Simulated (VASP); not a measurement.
VASP input:

### INCAR
```
SYSTEM = InP
PREC = Accurate
ENCUT = 400
EDIFF = 1E-6
NELM = 6
ALGO = Normal
LREAL = .FALSE.
LASPH = .TRUE.
ISMEAR = 0
SIGMA = 0.05
GGA = PE
LMAXMIX = 4
LWAVE = .FALSE.
LCHARG = .FALSE.
ISIF = 2
```

KPOINTS:
```
Automatic mesh
0
Gamma
6 6 6
0 0 0
```

File POSCAR:
```
InP
1
    0.0000000000     2.9350000000     2.9350000000
    2.9350000000     0.0000000000     2.9350000000
    2.9350000000     2.9350000000     0.0000000000
In P
1 1
Direct
  0.0000000000   0.0000000000   0.0000000000
  0.2500000000   0.2500000000   0.2500000000
```

POTCAR, in this order: In_d P (PBE.64 set). Program: vasp_std.

What happens when VASP runs on this input?

There is a fault: NELM is too small, so the electronic loop ends before EDIFF is met. The run did not converge; its last values are not results. Against the sound run, the energy per atom (σ→0) falls by 0.014 eV/atom; the pressure increases by 7.69 GPa; the band gap increases by 0.08 eV.

standard output:
```
 POSCAR found type information on POSCAR InP
 POSCAR found :  2 types and       2 ions
 Reading from existing POTCAR
 Reading from existing POTCAR
 LDA part: xc-table for (Slater+PW92), standard interpolation
 POSCAR, INCAR and KPOINTS ok, starting setup
 WAVECAR not read
 entering main loop
       N       E                     dE             d eps       ncg     rms          rms(c)
DAV:   1     0.101980728176E+03    0.10198E+03   -0.75323E+03   421   0.132E+03
DAV:   2    -0.153516738319E+01   -0.10352E+03   -0.10008E+03   431   0.297E+02
DAV:   3    -0.859687031400E+01   -0.70617E+01   -0.70107E+01   551   0.863E+01
DAV:   4    -0.878950983614E+01   -0.19264E+00   -0.19248E+00   494   0.152E+01
DAV:   5    -0.879899377643E+01   -0.94839E-02   -0.94836E-02   592   0.288E+00    0.564E+00
DAV:   6    -0.840192977999E+01    0.39706E+00   -0.75672E-01   605   0.158E+01

 -----------------------------------------------------------------------------
|                                                                             |
|           W    W    AA    RRRRR   N    N  II  N    N   GGGG   !!!           |
|           W    W   A  A   R    R  NN   N  II  NN   N  G    G  !!!           |
|           W    W  A    A  R    R  N N  N  II  N N  N  G       !!!           |
|           W WW W  AAAAAA  RRRRR   N  N N  II  N  N N  G  GGG   !            |
|           WW  WW  A    A  R   R   N   NN  II  N   NN  G    G                |
|           W    W  A    A  R    R  N    N  II  N    N   GGGG   !!!           |
|                                                                             |
|     The electronic self-consistency was not achieved in the given           |
|     number of steps (NELM). The forces and other quantities evaluated       |
|     might not be reliable so examine the results carefully. If you find     |
|     spurious results, we suggest increasing NELM, if you were close to      |
|     convergence or switching to a different ALGO or adjusting the           |
|     density mixing parameters otherwise.                                    |
|                                                                             |
 -----------------------------------------------------------------------------

   1 F= -.84019298E+01 E0= -.84019298E+01  d E =-.508648E-13
```

File OUTCAR:
```
------------------------ aborting loop EDIFF was not reached (unconverged)  ----------------------------
  FORCE on cell =-STRESS in cart. coord.  units (eV):
  Direction    XX          YY          ZZ          XY          YZ          ZX
  --------------------------------------------------------------------------------------
  Total        3.3468181      3.3468181      3.3468181      0.0000000      0.0000000     -0.0000000
  in kB      106.0445566    106.0445566    106.0445566      0.0000000      0.0000000     -0.0000000
  external PRESSURE =     106.0445566 kB  Pullay stress =       0.0000000 kB
  volume of cell :       50.57
      direct lattice vectors                 reciprocal lattice vectors
     0.000000000  2.935000000  2.935000000    -0.170357751  0.170357751  0.170357751
     2.935000000  0.000000000  2.935000000     0.170357751 -0.170357751  0.170357751
     2.935000000  2.935000000  0.000000000     0.170357751  0.170357751 -0.170357751
  FREE ENERGIE OF THE ION-ELECTRON SYSTEM (eV)
  ---------------------------------------------------
  free  energy   TOTEN  =        -8.4019297800 eV

  energy  without entropy=       -8.4019297800  energy(sigma->0) =       -8.40192978
```
(Selected blocks of OUTCAR.)

To mend it, set NELM = 100.

The mended run (PBE GGA, plane waves, VASP's PBE PAW potentials (set 64)) converges, and its OSZICAR ends with
```
   1 F= -.83746289E+01 E0= -.83746289E+01  d E =-.786202E-13
```

The compound is InP in the zinc blende structure. The cell was not relaxed at this level.
